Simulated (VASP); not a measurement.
The input files of a VASP run:

File KPOINTS:
```
K-points
0
G
  12 12 12
```

### INCAR
```
SYSTEM = Cr
PREC = Accurate
ENCUT = 520
EDIFF = 1E-7
NELM = 100
ALGO = Normal
LREAL = .FALSE.
LASPH = .TRUE.
ISMEAR = 1
SIGMA = 0.1
METAGGA = R2SCAN
LMIXTAU = .TRUE.
LMAXMIX = 4
ISPIN = 2
MAGMOM = 2.7 -2.7
LORBIT = 10
LWAVE = .FALSE.
LCHARG = .FALSE.
ISIF = 2
```

File POSCAR:
```
Cr
1
    2.9073653619     0.0000000000     0.0000000000
    0.0000000000     2.9073653619     0.0000000000
    0.0000000000     0.0000000000     2.9073653619
Cr
2
Direct
  0.0000000000   0.0000000000   0.0000000000
  0.5000000000   0.5000000000   0.5000000000
```

POTCAR, in this order: Cr_pv (PBE.64 set). Program: vasp_std.

Question: Translate this r2SCAN calculation to Ansatz.

Answer: One equivalent input (not run):
Ansatz 0.2 input:
```yaml
crystal:
  lattice:
    - [2.9073654, 0.0000000, 0.0000000]
    - [0.0000000, 2.9073654, 0.0000000]
    - [0.0000000, 0.0000000, 2.9073654]
  atoms:
    - { symbol: Cr, position: [0.0000000, 0.0000000, 0.0000000], spin: 2.7 }
    - { symbol: Cr, position: [0.5000000, 0.5000000, 0.5000000], spin: -2.7 }
kpoints:
  mp_grid: { grid: [12, 12, 12] }
hamiltonian:
  xc: r2scan
  pseudopotentials: { kind: paw }
magnetization: { spin_polarized: true }
scf:
  occupations: { method: methfessel_paxton, width: 0.1 }
  max_iter: 100
output: { forces: true, stress: true, eigenvalues: true }
```
The two are equivalent in intent, not identical: each code has its own PAW files, so the cut-off isn't converted (ENCUT is set for VASP's; basis.ecutwfc is left out, and Ansatz then takes the one that its files recommend); Ansatz stops its SCF on the density residual and VASP on the energy change (EDIFF).

The compound is Cr in the bcc, AFM order structure. This cell is one point of a volume scan, at 0.94 of the reference volume.
